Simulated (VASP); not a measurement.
Consider the following.

```yaml
crystal:
  lattice:
    - [4.39706, 0.00000, 0.00000]
    - [-2.19853, 3.80797, 0.00000]
    - [0.00000, 0.00000, 2.46472]
  atoms:
    - { symbol: P, position: [0.00000, 0.00000, 0.00000] }
    - { symbol: P, position: [0.33333, 0.66667, 0.50000] }
    - { symbol: P, position: [0.66667, 0.33333, 0.41885] }
```

All values below come from PBEsol GGA, VASP's PBE PAW potentials (set 64) (plane waves; VASP 6.6.1). Settings: 480 eV cut-off, 8×8×12 Γ-centred mesh, first-order Methfessel-Paxton smearing of 0.10 eV, potentials P.

Q: What does the run give for the energy per atom (σ→0), largest force, band gap (on the k-mesh) with the smallest direct gap where there is one?

A: 
The band gap (on the k-mesh) is none (metal, semimetal or under 0.01 eV), the energy per atom (σ→0) is -5224 meV/atom and the largest force is 0.00448 Ha/bohr.

Total energies compare only between runs with the same potentials, cut-off and functional.

The structure was generated: P was put into the omega type (P6/mmm), which need not be its known phase. This cell was strained or had an atom moved on purpose. VASP warned that the highest band is occupied, so more bands are needed.
